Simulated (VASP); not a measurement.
KCl (rock salt) relaxed at rising pressure, in one space group throughout; other phases were not tried. The pressures are those reached. Calculation: LDA (Ceperley-Alder, Perdew-Zunger), VASP's LDA PAW potentials (set 64) (plane waves; VASP).

| P (GPa) | V (Å³/atom) | k-mesh |
|---|---|---|
| 0.00 | 28.135 | 8×8×8 |
| 4.95 | 24.417 | 8×8×8 |
| 9.99 | 22.352 | 8×8×8 |
| 19.99 | 19.906 | 8×8×8 |
| 29.94 | 18.375 | 9×9×9 |

A change of mesh leaves a small step in the series.

**Question.** Fit an equation of state and predict the volume at 44.84 GPa.

**Answer.** Least squares on the third-order Birch-Murnaghan form, P = (3B0/2)(y⁷ − y⁵)[1 + (3/4)(B′ − 4)(y² − 1)] with y = (V0/V)^(1/3), gives V0 = 28.126 Å³/atom, B0 = 25 GPa and B′ = 4.8, and so 16.834 Å³/atom. The run gave 16.811 Å³/atom, -0.1 % from the fit.

Pressures at which the relaxation failed are left out.

The compound is KCl in the rock salt structure.
